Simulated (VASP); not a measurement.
VASP ran on this input.

### POSCAR
```
Cu
1
    0.0000000000     1.8050000000     1.8050000000
    1.8050000000     0.0000000000     1.8050000000
    1.8050000000     1.8050000000     0.0000000000
Cu
1
Direct
  0.0000000000   0.0000000000   0.0000000000
```

INCAR:
```
SYSTEM = Cu
PREC = Accurate
ENCUT = 400
EDIFF = 1E-6
NELM = 100
ALGO = Normal
LREAL = .FALSE.
LASPH = .TRUE.
ISMEAR = 1
SIGMA = 0.1
GGA = PE
LMAXMIX = 4
LWAVE = .FALSE.
LCHARG = .FALSE.
ISIF = 2
ISPIN = 2
MAGMOM = 1.0 1.0 1.0
```

**KPOINTS**
```
Automatic mesh
0
Gamma
13 13 13
0 0 0
```

POTCAR, in this order: Cu (PBE.64 set). Program: vasp_std.

**Question.** One choice in this input is risky. Which, and does it do harm here?

**Answer.** The risk: MAGMOM holds more values than there are atoms. Here it does no harm: the run (PBE GGA, plane waves, VASP's PBE PAW potentials (set 64)) converges to the same energy and pressure as with the safe setting.
OSZICAR:
```
       N       E                     dE             d eps       ncg     rms          rms(c)
DAV:   1     0.355120700458E+02    0.35512E+02   -0.50785E+03  3516   0.162E+03
DAV:   2    -0.384507198060E+01   -0.39357E+02   -0.36803E+02  3400   0.186E+02
DAV:   3    -0.446369170532E+01   -0.61862E+00   -0.61617E+00  3912   0.317E+01
DAV:   4    -0.446760157841E+01   -0.39099E-02   -0.39093E-02  3880   0.219E+00
DAV:   5    -0.446764528094E+01   -0.43703E-04   -0.43703E-04  3760   0.219E-01    0.952E+00
DAV:   6    -0.411506675077E+01    0.35258E+00   -0.16262E+01  3694   0.864E+01    0.413E+00
DAV:   7    -0.373922658983E+01    0.37584E+00   -0.26179E+00  3714   0.344E+01    0.586E-01
DAV:   8    -0.373164187055E+01    0.75847E-02   -0.39751E-03  4018   0.801E-01    0.419E-01
DAV:   9    -0.372728415717E+01    0.43577E-02   -0.88485E-03  4530   0.155E+00    0.319E-02
DAV:  10    -0.372729295309E+01   -0.87959E-05   -0.76141E-05  4388   0.112E-01    0.280E-02
DAV:  11    -0.372728927589E+01    0.36772E-05   -0.41946E-07  2354   0.920E-03    0.130E-02
DAV:  12    -0.372728753380E+01    0.17421E-05   -0.10085E-05  3032   0.640E-02    0.234E-03
DAV:  13    -0.372728691741E+01    0.61639E-06   -0.56398E-07  1756   0.130E-02
   1 F= -.37272869E+01 E0= -.37272742E+01  d E =-.380647E-04  mag=    -0.0000
```

The compound is Cu in the fcc structure. The cell was not relaxed at this level.
